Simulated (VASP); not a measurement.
Calculation: PBE GGA, VASP's PBE PAW potentials (set 64) (plane waves; VASP 6.6.1).

VASP ran on this input.

### KPOINTS
```
Automatic mesh
0
Gamma
7 7 7
0 0 0
```

INCAR:
```
SYSTEM = NiO
PREC = Accurate
ENCUT = 520
EDIFF = 1E-6
NELM = 100
ALGO = Normal
LREAL = .FALSE.
LASPH = .TRUE.
ISMEAR = 0
SIGMA = 0.05
GGA = PE
LMAXMIX = 4
ISPIN = 2
MAGMOM = 2.0 -2.0 0.0 0.0
LORBIT = 10
LWAVE = .FALSE.
LCHARG = .FALSE.
ISIF = 2
```

### POSCAR
```
NiO
1
    4.1800000000     2.0900000000     2.0900000000
    2.0900000000     4.1800000000     2.0900000000
    2.0900000000     2.0900000000     4.1800000000
Ni O
2 2
Direct
  0.0000000000   0.0000000000   0.0000000000
  0.5000000000   0.5000000000   0.5000000000
  0.2500000000   0.2500000000   0.2500000000
  0.7500000000   0.7500000000   0.7500000000
```

POTCAR, in this order: Ni O (PBE.64 set). Program: vasp_std.

Question: What does the run give for the energy per atom (σ→0), cell moment, pressure?

Answer: 
```json
{
  "energy per atom (σ→0)": "-5.871 eV/atom",
  "cell_moment": "0.00 μB",
  "pressure": "1.60 GPa"
}
```

OSZICAR:
```
...
DAV:  10    -0.234863124086E+02   -0.16343E-01   -0.71426E-02  4528   0.370E+00    0.584E-01
DAV:  11    -0.234853793569E+02    0.93305E-03   -0.71469E-03  5324   0.228E+00    0.136E-01
DAV:  12    -0.234856608362E+02   -0.28148E-03   -0.27130E-03  4980   0.576E-01    0.786E-02
DAV:  13    -0.234856220626E+02    0.38774E-04   -0.15650E-04  5268   0.159E-01    0.282E-02
DAV:  14    -0.234856295505E+02   -0.74879E-05   -0.64225E-05  5152   0.788E-02    0.266E-02
DAV:  15    -0.234856269582E+02    0.25923E-05   -0.80400E-06  3868   0.408E-02    0.110E-02
DAV:  16    -0.234856265481E+02    0.41001E-06   -0.60807E-06  3876   0.311E-02
   1 F= -.23485627E+02 E0= -.23485627E+02  d E =-.159329E-10  mag=     0.0000
```

The compound is NiO in the rock salt, AFM-II order structure. The cell was not relaxed at this level.
